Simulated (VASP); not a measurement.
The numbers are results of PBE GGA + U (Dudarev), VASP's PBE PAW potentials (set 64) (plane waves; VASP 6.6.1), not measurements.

Input for VASP

### INCAR
```
# general
SYSTEM    = Co3As
PREC      = Accurate
ENCUT     = 400
LREAL     = .FALSE.
LASPH     = .TRUE.   # aspherical one-centre terms

# electronic loop
EDIFF     = 1E-6
NELM      = 100   # most electronic steps
ALGO      = Normal   # blocked Davidson
LMAXMIX   = 4   # l cut-off of mixed one-centre charges

# smearing
ISMEAR    = 0   # Gaussian
SIGMA     = 0.05

# functional
GGA       = PE   # PBE

# spin
ISPIN     = 2   # spin-polarised
MAGMOM    = 0.0 3*3.0

# DFT+U
LDAU      = .TRUE.
LDAUTYPE  = 2
LDAUL     = -1 2
LDAUU     = 0 8.0
LDAUJ     = 0 0
LDAUPRINT = 1

# ions
ISIF      = 2   # forces and stress, cell fixed

# output
LWAVE     = .FALSE.
LCHARG    = .FALSE.
LORBIT    = 10
```

File KPOINTS:
```
Automatic mesh
0
gamma
 6 6 6
```

POSCAR:
```
Co3As
1.0
  0.0000000000   2.9138740000   2.9138740000
  2.9138740000   0.0000000000   2.9138740000
  2.9138740000   2.9138740000   0.0000000000
As Co
1 3
direct
  0.0000000000   0.0000000000   0.0000000000
  0.5000000000   0.5000000000   0.5000000000
  0.2500000000   0.2500000000   0.2500000000
  0.7500000000   0.7500000000   0.7500000000
```

POTCAR, in this order: As Co (PBE.64 set). Program: vasp_std.

The resulting files:

**OUTCAR**
```
 ion  position               nearest neighbor table
   1  0.000  0.000  0.000-   4 2.52   4 2.52   4 2.52   3 2.52   4 2.52   3 2.52   3 2.52   3 2.52
                             2 2.91   2 2.91   2 2.91   2 2.91   2 2.91   2 2.91
   2  0.500  0.500  0.500-   3 2.52   3 2.52   3 2.52   3 2.52   4 2.52   4 2.52   4 2.52   4 2.52
                             1 2.91   1 2.91   1 2.91   1 2.91   1 2.91   1 2.91
   3  0.250  0.250  0.250-   1 2.52   1 2.52   1 2.52   1 2.52   2 2.52   2 2.52   2 2.52   2 2.52
                             4 2.91   4 2.91   4 2.91   4 2.91   4 2.91   4 2.91
   4  0.750  0.750  0.750-   2 2.52   2 2.52   2 2.52   1 2.52   2 2.52   1 2.52   1 2.52   1 2.52
                             3 2.91   3 2.91   3 2.91   3 2.91   3 2.91   3 2.91
  LATTYP: Found a face centered cubic cell.
 ALAT       =     5.8277480000
 Subroutine PRICEL returns:
 Original cell was already a primitive cell.
 Subroutine GETGRP returns: Found 48 space group operations
The static configuration has the point symmetry O_h .
The dynamic configuration has the point symmetry O_h .
The overall configuration has the point symmetry O_h .
 Subroutine INISYM returns: Found 48 space group operations
 Subroutine IBZKPT returns following result:
 Found     16 irreducible k-points:

 Following reciprocal coordinates:
            Coordinates               Weight
  0.000000  0.000000  0.000000      1.000000
  0.166667  0.000000  0.000000      8.000000
...
```

### OSZICAR
```
       N       E                     dE             d eps       ncg     rms          rms(c)
DAV:   1     0.191667593370E+03    0.19167E+03   -0.12655E+04  1600   0.133E+03
DAV:   2     0.351166599150E+01   -0.18816E+03   -0.18033E+03  1602   0.280E+02
DAV:   3    -0.800229977308E+01   -0.11514E+02   -0.11290E+02  1980   0.910E+01
DAV:   4    -0.815407527529E+01   -0.15178E+00   -0.15162E+00  1725   0.100E+01
DAV:   5    -0.815835205609E+01   -0.42768E-02   -0.42766E-02  2199   0.139E+00    0.205E+01
DAV:   6    -0.932049197602E+01   -0.11621E+01   -0.27243E+01  1799   0.925E+01    0.172E+01
DAV:   7    -0.974721058103E+01   -0.42672E+00   -0.94110E+00  1737   0.565E+01    0.827E+00
DAV:   8    -0.109072694314E+02   -0.11601E+01   -0.31352E+00  1977   0.339E+01    0.546E+00
DAV:   9    -0.124202783475E+02   -0.15130E+01   -0.34147E+00  2084   0.209E+01    0.354E+00
DAV:  10    -0.129192015073E+02   -0.49892E+00   -0.41602E-01  1943   0.907E+00    0.227E+00
DAV:  11    -0.131897514746E+02   -0.27055E+00   -0.31017E-01  2342   0.811E+00    0.802E-01
DAV:  12    -0.132126449253E+02   -0.22893E-01   -0.12262E-01  1896   0.323E+00    0.568E-01
DAV:  13    -0.132146743428E+02   -0.20294E-02   -0.69134E-03  2133   0.125E+00    0.284E-01
DAV:  14    -0.132148734535E+02   -0.19911E-03   -0.16487E-03  1876   0.612E-01    0.107E-01
DAV:  15    -0.132152820519E+02   -0.40860E-03   -0.52840E-04  2070   0.292E-01    0.544E-02
DAV:  16    -0.132152913630E+02   -0.93111E-05   -0.11056E-04  1798   0.171E-01    0.229E-02
DAV:  17    -0.132152914610E+02   -0.98038E-07   -0.22306E-05  2037   0.481E-02    0.971E-03
DAV:  18    -0.132152936855E+02   -0.22244E-05   -0.38171E-06  1477   0.258E-02    0.464E-03
DAV:  19    -0.132152942925E+02   -0.60708E-06   -0.97528E-07   950   0.114E-02
   1 F= -.13215294E+02 E0= -.13214469E+02  d E =-.165001E-02  mag=     6.0591
```

File OUTCAR:
```
------------------------ aborting loop because EDIFF is reached ----------------------------------------
  FORCE on cell =-STRESS in cart. coord.  units (eV):
  Direction    XX          YY          ZZ          XY          YZ          ZX
  --------------------------------------------------------------------------------------
  Total        5.0142924      5.0142924      5.0142924     -0.0000000      0.0000000     -0.0000000
  in kB      162.3595862    162.3595862    162.3595862     -0.0000000      0.0000000     -0.0000000
  external PRESSURE =     162.3595862 kB  Pullay stress =       0.0000000 kB
  volume of cell :       49.48
      direct lattice vectors                 reciprocal lattice vectors
     0.000000000  2.913874000  2.913874000    -0.171592869  0.171592869  0.171592869
     2.913874000  0.000000000  2.913874000     0.171592869 -0.171592869  0.171592869
     2.913874000  2.913874000  0.000000000     0.171592869  0.171592869 -0.171592869
 POSITION                                       TOTAL-FORCE (eV/Angst)
 -----------------------------------------------------------------------------------
      0.00000      0.00000      0.00000        -0.000000     -0.000000      0.000000
      2.91387      2.91387      2.91387        -0.000000     -0.000000      0.000000
      1.45694      1.45694      1.45694         0.000000      0.000000      0.000000
      4.37081      4.37081      4.37081        -0.000000     -0.000000     -0.000000
 -----------------------------------------------------------------------------------
    total drift:                                0.000000      0.000000      0.000000
  FREE ENERGIE OF THE ION-ELECTRON SYSTEM (eV)
  ---------------------------------------------------
  free  energy   TOTEN  =       -13.2152942925 eV

  energy  without entropy=      -13.2136442844  energy(sigma->0) =      -13.21446929

 total charge

# of ion       s       p       d       tot
------------------------------------------
    1        1.186   1.577   0.076   2.839
    2        0.362   0.370   7.602   8.334
    3        0.376   0.431   7.594   8.402
    4        0.376   0.431   7.594   8.402
--------------------------------------------------
tot          2.301   2.809  22.867  27.977

 magnetization (x)

# of ion       s       p       d       tot
------------------------------------------
    1        0.020   0.021  -0.003   0.038
    2        0.003  -0.000   1.979   1.981
    3        0.015   0.007   1.951   1.973
    4        0.015   0.007   1.951   1.973
--------------------------------------------------
tot          0.054   0.034   5.877   5.965
```
(Selected blocks of OUTCAR.)

The structure was generated: Co3As was put into the D03 type (Fm-3m), which need not be its known phase. The cell was not relaxed at this level. The k-mesh is coarse (spacing up to 0.31 per Å, 2π included), so the numbers may not be converged in it. The run is one of a series of settings (LDAU = .TRUE., LDAUJ = 0 0, LDAUL = -1 2, LDAUTYPE = 2, LDAUU = 0 8.0 against the base run), some of them coarse on purpose.
